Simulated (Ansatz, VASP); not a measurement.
**ZrHg in VASP and in Ansatz**

```
Zr Hg
1.0
     3.11035    0.00000    0.00000
     0.00000    3.11035    0.00000
     0.00000    0.00000    4.21050
Zr Hg
1 1
Direct
  0.50000 0.50000 0.50000
  0.00000 0.00000 0.00000
```

Alike in both runs: functional LDA; k mesh 14 × 14 × 10; occupations fermi-dirac, width 0.15 eV; no spin polarisation.

Ansatz relaxed the structure, and its values are those at the end. VASP's run is a single point on that final structure, the one shown.

|  | VASP | Ansatz |
| --- | --- | --- |
| version | VASP 6.6.1 | Ansatz 0.2.0 |
| potentials or method | VASP PAW LDA potentials, release 64 (Zr_sv, Hg) | scalar-relativistic, plane waves, PAW |
| plane-wave cutoff (eV) | 520 | 420 |
| valence electrons in the cell | 24 | 32 |

```csv
,VASP,Ansatz,Ansatz less VASP
gap on the k mesh at the Fermi level (eV),none,none,-
pressure (GPa),-1.6,-2.3,-0.74
```

A gap of «none» marks a metal or a gap that the smearing closes. The two sets of potentials don't hold the same shells in valence.

Spin-orbit coupling is left out, which matters for the levels of Hg.
